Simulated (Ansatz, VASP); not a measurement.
# WS2 (Tungstenite) in two plane-wave programs, part 2 of 2

One calculation is typed for both programs; each brings its own data sets. How far apart do they land? The cell is taken from a series of runs on this material, whose earlier steps may have relaxed, scaled, displaced or heated it; both programs get it as it stands.

VASP 6.6.1 and Ansatz 0.2.0.

So far. Step 3 (VASP: single point, PBE): The run ends at a pressure of 2.32 GPa, with forces up to 0.039 eV/Å. Step 6 (Ansatz: single point, PBEsol): The run ends at a pressure of -2.25 GPa, with forces up to 0.22 eV/Å.

### Step 7. VASP: single point, PBEsol

Level of this step: PBEsol, no spin polarisation; plane waves and PAW (W, S) (VASP).

The same cell, functional and mesh now go to VASP, with its own data sets.

File INCAR:

```
SYSTEM = WS2
PREC = Accurate
ENCUT = 600
EDIFF = 1E-06
NELM = 120
ISMEAR = 0
SIGMA = 0.01
LREAL = .FALSE.
ALGO = Normal
GGA = PS
NBANDS = 24
LASPH = .TRUE.
LORBIT = 11
LWAVE = .FALSE.
LCHARG = .FALSE.
ISIF = 2
GGA_COMPAT = .FALSE.
EFERMI = MIDGAP
KPAR = 2
```

File POSCAR:

```
WS2
1.0
    3.1800000000      0.0000000000      0.0000000000
   -1.5900000000      2.7539607840      0.0000000000
    0.0000000000      0.0000000000     12.0000000000
W S
2 4
Direct
    0.3333333332      0.6666666668      0.2708333333
    0.6666666666      0.3333333334      0.7708333333
    0.3333333332      0.6666666668      0.6406250000
    0.6666666666      0.3333333334      0.1406249999
    0.3333333332      0.6666666668      0.9010416666
    0.6666666666      0.3333333334      0.4010416666
```

File KPOINTS:

```
Automatic mesh
0
Gamma
12 12 2
0 0 0
```

Potentials, in the order of the species: W and S (PBE family, release 64).

Command:

```bash
mpirun -np 2 vasp_std
```

Numbers of over 12 decimals in the logs are rounded to 6 here.

What it wrote:

```text
[banner, memory and clock lines left out]
running    2 mpi-ranks, on    1 nodes
[...]
|                                                                             |
|               ----> ADVICE to this user running VASP <----                  |
|                                                                             |
|     You enforced a specific xc type in the INCAR file but a different       |
|     [... a line on the potential file left out ...]
|     I HOPE YOU KNOW WHAT YOU ARE DOING!                                     |
|                                                                             |

 LDA part: xc-table for (Slater+PW92), standard interpolation
 POSCAR, INCAR and KPOINTS ok, starting setup
[...]
entering main loop
       N       E                     dE             d eps       ncg     rms          rms(c)
DAV:   1     0.204906249425E+03    0.20491E+03   -0.17799E+04  1824   0.150E+03
DAV:   2    -0.356492696165E+02   -0.24056E+03   -0.23077E+03  2432   0.306E+02
DAV:   3    -0.529859950100E+02   -0.17337E+02   -0.17207E+02  2528   0.763E+01
DAV:   4    -0.533413256295E+02   -0.35533E+00   -0.35435E+00  2464   0.120E+01
[...]
DAV:  12    -0.506105626410E+02    0.38182E-04   -0.39662E-04  2568   0.129E-01    0.539E-02
DAV:  13    -0.506105649120E+02   -0.22710E-05   -0.24678E-05  2504   0.289E-02    0.118E-02
DAV:  14    -0.506105642978E+02    0.61412E-06   -0.40573E-06  2176   0.106E-02
   1 F= -.50610564E+02 E0= -.50610564E+02  d E =0.000000E+00
```

Parts of OUTCAR (step 7):

```text
  Total       -2.6231612     -2.6231612     -0.1394563      0.0000000      0.0000000     -0.0000000
  in kB      -39.9916606    -39.9916606     -2.1260941      0.0000000      0.0000000     -0.0000000
  external PRESSURE =     -27.3698051 kB  Pullay stress =       0.0000000 kB

 POSITION                                       TOTAL-FORCE (eV/Angst)
 -----------------------------------------------------------------------------------
     -0.00000      1.83597      3.25000         0.000000     -0.000000      0.000000
      1.59000      0.91799      9.25000         0.000000     -0.000000      0.000000
     -0.00000      1.83597      7.68750        -0.000000      0.000000      0.252369
      1.59000      0.91799      1.68750        -0.000000     -0.000000      0.252369
     -0.00000      1.83597     10.81250        -0.000000      0.000000     -0.252369
      1.59000      0.91799      4.81250         0.000000      0.000000     -0.252369
 -----------------------------------------------------------------------------------
    total drift:                                0.000001     -0.000001      0.000001

  FREE ENERGIE OF THE ION-ELECTRON SYSTEM (eV)
  ---------------------------------------------------
  free  energy   TOTEN  =       -50.6105642978 eV

  energy  without entropy=      -50.6105642978  energy(sigma->0) =      -50.61056430

[... 2 parts as in an earlier step ...]

[... 1 further part left out ...]
[key lines of the parts left out:]
E-fermi :   6.9776
```

The run ends at a pressure of -2.74 GPa, with forces up to 0.25 eV/Å.

### Step 8. Side by side

What differs besides the data sets and the points named for the pairs above, as far as they apply: the data sets hold 80 valence electrons in Ansatz (on PAW files that the input asks for by source) and 36 in VASP; Ansatz makes its cores anew for this functional, VASP keeps those of its PBE data sets. Total energies have different zeros and are not compared.

The two programs side by side:

```csv
quantity,Ansatz,VASP,difference
pressure (GPa),-2.25,-2.74,+0.48
gap on the k mesh (eV),0.790,0.816,-0.026
```

Forces (eV/Å; atoms numbered as in POSCAR):

```csv
atom,"Ansatz x, y, z","VASP x, y, z"
W1,"0.000, 0.000, 0.000","0.000, 0.000, 0.000"
W2,"0.000, 0.000, 0.000","0.000, 0.000, 0.000"
S3,"0.000, 0.000, 0.216","0.000, 0.000, 0.252"
S4,"0.000, 0.000, 0.216","0.000, 0.000, 0.252"
S5,"0.000, 0.000, -0.216","0.000, 0.000, -0.252"
S6,"0.000, 0.000, -0.216","0.000, 0.000, -0.252"
```

The forces differ by 17 meV/Å r.m.s., which is 14.5 % of the r.m.s. force of 0.119 eV/Å (both taken over all components). A gap on the mesh is an upper bound, since the band edges may lie between its points; neither run holds spin-orbit coupling, which can move the band edges of a compound of W.

### Step 9. VASP: single point, PBEsol with D3(BJ)

A single point takes one fixed geometry, so differences don't come from the geometry; what else differs is listed under the comparison.

Changes to INCAR since step 7:

```diff
@@ -10,2 +10,3 @@
 GGA = PS
+IVDW = 12
 NBANDS = 24
```

POSCAR is that of step 7.

KPOINTS is that of step 7.

Command:

```bash
mpirun -np 2 vasp_std
```

What it wrote:

```text
[banner, memory and clock lines left out]
running    2 mpi-ranks, on    1 nodes
[...]
[... a notice as in an earlier step ...]

 LDA part: xc-table for (Slater+PW92), standard interpolation
 POSCAR, INCAR and KPOINTS ok, starting setup
[...]
entering main loop
       N       E                     dE             d eps       ncg     rms          rms(c)
[... 14 cycles as in an earlier step ...]
   1 F= -.52954751E+02 E0= -.52954751E+02  d E =0.000000E+00
```

OUTCAR, selected parts (step 9):

```text
 Edisp (eV)   -2.34419

  Total      -4.99764    -4.99764    -2.63838    -0.00000     0.00000     0.00000
  in kB     -76.19198   -76.19198   -40.22364    -0.00000     0.00000     0.00000
  external pressure =      -64.20 kB  Pullay stress =        0.00 kB

 POSITION                                       TOTAL-FORCE (eV/Angst)
 -----------------------------------------------------------------------------------
     -0.00000      1.83597      3.25000        -0.000000     -0.000000      0.000000
      1.59000      0.91799      9.25000        -0.000000     -0.000000     -0.000000
     -0.00000      1.83597      7.68750        -0.000000     -0.000000      0.236634
      1.59000      0.91799      1.68750         0.000000      0.000000      0.236634
     -0.00000      1.83597     10.81250         0.000000      0.000000     -0.236634
      1.59000      0.91799      4.81250        -0.000000     -0.000000     -0.236634
 -----------------------------------------------------------------------------------
    total drift:                                0.000001     -0.000001      0.000001

  FREE ENERGIE OF THE ION-ELECTRON SYSTEM (eV)
  ---------------------------------------------------
  free  energy   TOTEN  =       -52.9547512065 eV

  energy  without entropy=      -52.9547512065  energy(sigma->0) =      -52.95475121

[... 2 parts as in an earlier step ...]

[... 1 further part left out ...]
[key lines of the parts left out:]
E-fermi :   6.9776
```

The run ends at a pressure of -6.42 GPa, with forces up to 0.24 eV/Å.

### Step 10. Ansatz: single point, PBEsol with D3(BJ)

The same cell, functional and mesh now go to Ansatz, which takes its cutoff from its data sets.

The cell is taken from a series of runs on this material, whose earlier steps may have relaxed, scaled, displaced or heated it; both programs get it as it stands.

File input.yaml:

```yaml
crystal:
  lattice:
    - [3.18, 0.0, 0.0]
    - [-1.59, 2.753960784, 0.0]
    - [0.0, 0.0, 12.0]
  atoms:
    - { symbol: W, position: [0.3333333333, 0.6666666667, 0.2708333333] }
    - { symbol: W, position: [0.6666666667, 0.3333333333, 0.7708333333] }
    - { symbol: S, position: [0.3333333333, 0.6666666667, 0.640625] }
    - { symbol: S, position: [0.6666666667, 0.3333333333, 0.140625] }
    - { symbol: S, position: [0.3333333333, 0.6666666667, 0.9010416667] }
    - { symbol: S, position: [0.6666666667, 0.3333333333, 0.4010416667] }
kpoints:
  mp_grid: { grid: [12, 12, 2] }
hamiltonian:
  xc: pbesol
  pseudopotentials: { kind: paw, source: ansatz }
  dispersion: d3bj
scf:
  occupations: { method: fixed }
  n_extra_bands: 6
  convergence: { dr2_threshold: 1.0e-09 }
output:
  eigenvalues: true
  forces: true
  stress: true
```

Command:

```bash
ansatz run input.yaml --threads 16 --pin off --max-ram 73728MiB --backend cpu --events-out ev --progress --plain --runs-dir out
```

What it wrote:

```text
[...]
Crystal: 6 atoms, lattice volume = 105.091 Å³
Basis set: ecut = 760 eV, 4967 PW (Γ), exchange–correlation on 64×64×250 points (8 copies of the dense FFT grid, shifted against one another)
Bands: 46, of which v1, the nominal top of the filled ones, is band 40 counted from 1 (39 counted from 0)
Symmetry: 24 space group operations
[...]
k-points: 38 of 288
[...]
k-point 0: bands = [... 36 lower, 11.1667, 12.2488, 12.2637, 13.5668, 15.6404, 15.6404, 15.6510, 15.6510, ... 2 higher]
  k-point 1: bands = [... 36 lower, 11.1273, 11.1273, 13.2841, 13.2841, 15.6273, 15.6273, 15.6273, 15.6273, ... 2 higher]
  k-point 2: bands = [... 36 lower, 11.1903, 12.2755, 12.3207, 13.2871, 15.5349, 15.5784, 15.5943, 15.6094, ... 2 higher]
  k-point 37: bands = [... 36 lower, 10.3782, 10.3782, 12.7259, 12.7259, 14.5656, 14.5656, 15.9643, 15.9643, ... 2 higher]
[key lines of the parts left out:]
SCF converged after 10 iterations
Free energy (F): -39051.875585 eV
Fermi energy:    13.566787 eV
P = ⅓ Tr σ = -5.9390 GPa (-59.390 kbar)
```

The run ends at a pressure of -5.94 GPa, with forces up to 0.20 eV/Å.

### Step 11. Comparison

What differs besides the data sets and the points named for the pairs above, as far as they apply: the data sets hold 80 valence electrons in Ansatz (on PAW files that the input asks for by source) and 36 in VASP. Total energies have different zeros and are not compared.

The two programs side by side:

| quantity | Ansatz | VASP | difference |
| --- | --- | --- | --- |
| pressure (GPa) | -5.94 | -6.42 | +0.48 |
| gap on the k mesh (eV) | 0.790 | 0.816 | -0.026 |

Forces (eV/Å; atoms numbered as in POSCAR):

```csv
atom,"Ansatz x, y, z","VASP x, y, z"
W1,"0.000, 0.000, 0.000","0.000, 0.000, 0.000"
W2,"0.000, 0.000, 0.000","0.000, 0.000, 0.000"
S3,"0.000, 0.000, 0.200","0.000, 0.000, 0.237"
S4,"0.000, 0.000, 0.200","0.000, 0.000, 0.237"
S5,"0.000, 0.000, -0.200","0.000, 0.000, -0.237"
S6,"0.000, 0.000, -0.200","0.000, 0.000, -0.237"
```

The forces differ by 17 meV/Å r.m.s., which is 15.5 % of the r.m.s. force of 0.112 eV/Å (both taken over all components). A gap on the mesh is an upper bound, since the band edges may lie between its points; neither run holds spin-orbit coupling, which can move the band edges of a compound of W.

### Step 12. What came out

```yaml
r_m_s_force_difference_single_point_pbe: 33 meV/Å
difference_in_pressure_single_point_pbe: 0.76 GPa
r_m_s_force_difference_single_point_pbesol: 17 meV/Å
r_m_s_force_difference_single_point_pbesol_with_d3_bj: 17 meV/Å
```

In words: The r.m.s. force difference is 33 meV/Å (single point, PBE), beyond the 12 meV/Å picked in this series as the mark of a large difference. The data sets hold unlike numbers of valence electrons (80 in Ansatz and 36 in VASP), so part of the differences may come from the potentials. Single point, PBE, VASP with the data sets W_sv and S and a cutoff of 500 eV: r.m.s. force difference goes from 33 to 3.8 meV/Å; the difference in pressure goes from 0.76 to 0.15 GPa; the difference in gap on the k mesh goes from -0.025 to -0.016 eV. What causes the difference of the single point, PBEsol pair stays open here. What causes the difference of the single point, PBEsol with D3(BJ) pair stays open here. 5 further pairs of this series are not shown here. Such differences can come from data sets, numerical settings and the points named under the comparisons, not from the functional's error against experiment.

[Lines on the potential files, build, host, timing and source positions are cut from VASP's logs without a mark.]

[Logs are printed without paths, hosts, clocks, repeated set-up lines and the standing remarks that a program may print on its own settings, such as how far it seeks lower states.]

[Hosts, paths, dates, database ids (printed as entryN), source tags and the programs' standing remarks are cut or masked in the printed files.]
